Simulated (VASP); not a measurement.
Given:

```yaml
crystal:
  lattice:
    - [0.00000, 2.38921, 2.38921]
    - [2.38921, 0.00000, 2.38921]
    - [2.38921, 2.38921, 0.00000]
  atoms:
    - { symbol: B, position: [0.00000, 0.00000, 0.00000] }
    - { symbol: As, position: [0.25000, 0.25000, 0.25000] }
```

Computed with SCAN meta-GGA, VASP's PBE PAW potentials (set 64) (plane waves; VASP). Numerical set-up: 520 eV cut-off, 17×17×17 Γ-centred mesh, Gaussian smearing of 0.010 eV, potentials B As.

**Question.** What does the run give for the energy per atom (σ→0)?

**Answer.** 
```yaml
energy per atom (σ→0): -13933 meV/atom
```

The structure comes from a measured BAs entry (F-43m) of the Crystallography Open Database, whose conditions weren't checked. It was relaxed first.
